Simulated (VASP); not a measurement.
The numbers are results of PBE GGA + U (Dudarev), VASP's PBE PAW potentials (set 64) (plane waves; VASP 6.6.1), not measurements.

The input files of a VASP run:

File POSCAR:
```
MnO
8.9287110
  0.4999999732   0.2465061669   0.2465061669
  0.2465061669   0.4999999732   0.2465061669
  0.2465061669   0.2465061669   0.4999999732
Mn O
2 2
Cartesian
  0.0000000000   0.0000000000   0.0000000000
  0.4965061535   0.4965061535   0.4965061535
  0.2482530768   0.2482530768   0.2482530768
  0.7447592303   0.7447592303   0.7447592303
```

File KPOINTS:
```
k-points along high-symmetry lines
12
Line-mode
Reciprocal
  0.000000   0.000000   0.000000 ! GAMMA
  0.500000   0.500000   0.500000 ! T

  0.500000   0.500000   0.500000 ! T
  0.812500   0.187500   0.500000 ! H_2

  0.500000  -0.187500   0.187500 ! H_0
  0.500000   0.000000   0.000000 ! L

  0.500000   0.000000   0.000000 ! L
  0.000000   0.000000   0.000000 ! GAMMA

  0.000000   0.000000   0.000000 ! GAMMA
  0.343750  -0.343750  -0.000000 ! S_0

  0.656250   0.000000   0.343750 ! S_2
  0.500000  -0.000000   0.500000 ! F

  0.500000  -0.000000   0.500000 ! F
  0.000000   0.000000   0.000000 ! GAMMA
```

### INCAR
```
! general
SYSTEM     =  MnO
PREC       =  Accurate
ENCUT      =  520   ! plane-wave cut-off (eV)
LREAL      =  .False.
LASPH      =  .True.
ICHARG     =  11

! electronic loop
EDIFF      =  1E-7
NELM       =  100
ALGO       =  Normal
LMAXMIX    =  4

! smearing
ISMEAR     =  0   ! Gaussian
SIGMA      =  0.05

! functional
GGA        =  PE   ! PBE

! spin
ISPIN      =  2   ! spin-polarised
MAGMOM     =  4.6 -4.6 2*0.0

! DFT+U
LDAU       =  .True.
LDAUTYPE   =  2
LDAUL      =  2 -1
LDAUU      =  3.9 0
LDAUJ      =  0 0
LDAUPRINT  =  1

! output
LWAVE      =  .False.
LCHARG     =  .False.
LORBIT     =  11   ! lm-projected
```

POTCAR, in this order: Mn_pv O (PBE.64 set). Program: vasp_std. Read from the step before: CHGCAR.

What VASP printed:

File OSZICAR:
```
       N       E                     dE             d eps       ncg     rms          rms(c)
DAV:   1     0.431610618766E+03    0.43161E+03   -0.22909E+04  7864   0.204E+03
DAV:   2     0.139925679921E+02   -0.41762E+03   -0.41078E+03  7945   0.552E+02
DAV:   3    -0.288752566211E+02   -0.42868E+02   -0.41831E+02  9827   0.158E+02
DAV:   4    -0.300080856074E+02   -0.11328E+01   -0.11323E+01  8071   0.294E+01
DAV:   5    -0.300277545277E+02   -0.19669E-01   -0.19665E-01  9856   0.407E+00
DAV:   6    -0.300281976550E+02   -0.44313E-03   -0.44312E-03  8542   0.619E-01
DAV:   7    -0.300282175210E+02   -0.19866E-04   -0.19866E-04 10927   0.127E-01
DAV:   8    -0.300282179712E+02   -0.45023E-06   -0.45023E-06  8616   0.155E-02
DAV:   9    -0.300282179944E+02   -0.23227E-07   -0.23248E-07  7787   0.327E-03
   1 F= -.30028218E+02 E0= -.30028218E+02  d E =-.196829E-27  mag=     0.0000
```

File OUTCAR:
```



 magnetization (x)

# of ion       s       p       d       tot
------------------------------------------
    1        0.026   0.017   4.522   4.565
    2       -0.026  -0.017  -4.522  -4.565
    3        0.000   0.000   0.000   0.000
    4        0.000   0.000   0.000   0.000
--------------------------------------------------
tot          0.000   0.000   0.000   0.000
```
(Selected blocks of OUTCAR.)

**OUTCAR**
```
 val. band max:        5.5529799528   @ k =   0.5000   0.5000   0.5000

 cond. band min:       7.2099815971   @ k =   0.0000   0.0000   0.0000



 spin component 1

 k-point     1 :       0.0000    0.0000    0.0000
  band No.  band energies     occupation
      1     -43.3373      1.00000
      2     -43.2937      1.00000
      3     -43.2937      1.00000
      4     -38.4134      1.00000
      5     -38.3701      1.00000
      6     -38.3701      1.00000
      7     -12.4217      1.00000
      8     -11.4605      1.00000
      9      -0.4430      1.00000
     10       1.0659      1.00000
     11       1.0659      1.00000
     12       2.7095      1.00000
     13       2.7095      1.00000
     14       3.2455      1.00000
     15       3.9261      1.00000
     16       3.9261      1.00000
     17       4.0473      1.00000
     18       4.9811      1.00000
     19       4.9811      1.00000
     20       7.2100      0.00000
     21      10.2936      0.00000
     22      10.3513      0.00000
     23      10.3513      0.00000

 k-point     2 :       0.0455    0.0455    0.0455
  band No.  band energies     occupation
      1     -43.3373      1.00000
      2     -43.2937      1.00000
      3     -43.2937      1.00000
      4     -38.4134      1.00000
      5     -38.3701      1.00000
      6     -38.3701      1.00000
      7     -12.4173      1.00000
      8     -11.4662      1.00000
      9      -0.4289      1.00000
     10       1.0687      1.00000
     11       1.0687      1.00000
     12       2.7099      1.00000
     13       2.7099      1.00000
     14       3.2350      1.00000
     15       3.9077      1.00000
     16       3.9077      1.00000
     17       4.0159      1.00000
     18       4.9984      1.00000
     19       4.9985      1.00000
     20       7.2523      0.00000
     21      10.2734      0.00000
     22      10.3501      0.00000
     23      10.3501      0.00000

...
```

The density is held fixed in this step, so its total energy and stress have no physical meaning.

The compound is MnO in the rock salt, AFM-II order structure. It was relaxed first.
